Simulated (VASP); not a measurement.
VASP runs on MgTe (space group F-43m) share one base input (PBE0 hybrid, plane waves, VASP's PBE PAW potentials (set 64)) and change the settings named in each case.

**KPOINTS**
```
Automatic mesh
0
Gamma
7 7 7
0 0 0
```

**POSCAR**
```
MgTe
1
    0.0000000000     3.2058210000     3.2058210000
    3.2058210000     0.0000000000     3.2058210000
    3.2058210000     3.2058210000     0.0000000000
Mg Te
1 1
Direct
  0.0000000000   0.0000000000   0.0000000000
  0.7500000000   0.7500000000   0.7500000000
```

INCAR:
```
SYSTEM = MgTe
PREC = Accurate
ENCUT = 300
EDIFF = 1E-6
NELM = 100
ALGO = Normal
LREAL = .FALSE.
LASPH = .TRUE.
ISMEAR = 0
SIGMA = 0.01
GGA = PE
AEXX = 0.25
HFRCUT = -1
LHFCALC = .TRUE.
PRECFOCK = Fast
ISYM = 3
LMAXMIX = 4
LWAVE = .FALSE.
LCHARG = .FALSE.
ISIF = 2
```

POTCAR, in this order: Mg Te (PBE.64 set). Program: vasp_std.

| change | E(σ→0) (eV/atom) | pressure (GPa) |
|---|---|---|
| base run | -4.0403 | 0.70 |
| AEXX removed, HFRCUT removed, ISYM removed, LHFCALC removed, PRECFOCK removed | -3.1938 | (withheld) |
| HFRCUT removed, HFSCREEN = 0.2 | -3.7861 | (withheld) |
| KPOINTS 4×4×4 Γ-centred mesh | -4.0287 | 0.80 |
| KPOINTS 5×5×5 Γ-centred mesh | -4.0380 | 0.72 |
| KPOINTS 6×6×6 Γ-centred mesh | -4.0399 | 0.70 |
| ENCUT = 345 | -4.0409 | 0.71 |
| ENCUT = 210 | -4.0390 | 0.71 |
| KPOINTS 6×6×6 Γ-centred mesh | -4.0399 | 0.70 |
| EDIFF = 1E-08 | -4.0403 | 0.70 |

**Question.** Some entries are withheld; supply them.

**Answer.** 
- AEXX removed, HFRCUT removed, ISYM removed, LHFCALC removed, PRECFOCK removed, pressure (GPa): 1.67
- HFRCUT removed, HFSCREEN = 0.2, pressure (GPa): 0.74

Energies of different potentials or functionals have different zeros. Unless said otherwise, spin-orbit coupling is left out, though it shifts the bands of the heavy elements here.

Left out are runs that ran out of time, are held back, or changed the cell or the kind of run, fixed moments of cells without a moment, rows past the twelfth, gaps on odd meshes, pressures of charged cells and columns that move by less than the noise.

The structure comes from a computed database's MgTe entry; how it stands against other phases isn't given here. The cell was not relaxed at this level, its lattice was scaled by up to 2.5 %.
